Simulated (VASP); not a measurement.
Level of theory: PBE GGA, VASP's PBE PAW potentials (set 64) (plane waves; VASP).

A VASP calculation is set up with these files.

INCAR:
```
! general
SYSTEM = SiC
PREC   = Accurate
ENCUT  = 480   ! plane-wave cut-off (eV)
LREAL  = F   ! projection in real space or not
LASPH  = T   ! aspherical one-centre terms

! electronic loop
EDIFF  = 1E-6   ! SCF stop (eV)
NELM   = 100   ! most electronic steps
ALGO   = Normal   ! blocked Davidson

! smearing
ISMEAR = 0   ! Gaussian
SIGMA  = 0.05   ! width (eV)

! functional
GGA    = PE   ! PBE

! ions
IBRION = 2   ! conjugate gradients
NSW    = 60
ISIF   = 3
EDIFFG = -0.01   ! ionic stop

! output
LWAVE  = F
LCHARG = F
```

**KPOINTS**
```
Automatic mesh
0
Gamma
9 9 9
```

POSCAR:
```
SiC
1.0
  0.0000000000   2.1800000000   2.1800000000
  2.1800000000   0.0000000000   2.1800000000
  2.1800000000   2.1800000000   0.0000000000
Si C
1 1
Cartesian
  0.0000000000   0.0000000000   0.0000000000
  1.0900000000   1.0900000000   1.0900000000
```

POTCAR, in this order: Si C (PBE.64 set). Program: vasp_std.

Task: Estimate the energy per atom (σ→0), volume per atom.

Result: 
The energy per atom (σ→0) is -7.531 eV/atom and the volume per atom is 10.50 Å^3/atom.

**OSZICAR**
```
...
   2 F= -.15058539E+02 E0= -.15058539E+02  d E =0.213274E-03
       N       E                     dE             d eps       ncg     rms          rms(c)
DAV:   1    -0.150622966440E+02   -0.37566E-02   -0.52461E-02   600   0.199E+00    0.252E-01
DAV:   2    -0.150614050624E+02    0.89158E-03   -0.23113E-03   680   0.314E-01    0.124E-01
DAV:   3    -0.150612198730E+02    0.18519E-03   -0.29502E-04   696   0.121E-01    0.329E-02
DAV:   4    -0.150611895500E+02    0.30323E-04   -0.45308E-05   616   0.411E-02    0.155E-02
DAV:   5    -0.150611898439E+02   -0.29392E-06   -0.11677E-06   552   0.906E-03
   3 F= -.15061190E+02 E0= -.15061190E+02  d E =-.243749E-02
```

The compound is SiC in the zinc blende structure. This run relaxes it. Symmetry was kept, so distortions that lower it aren't found.
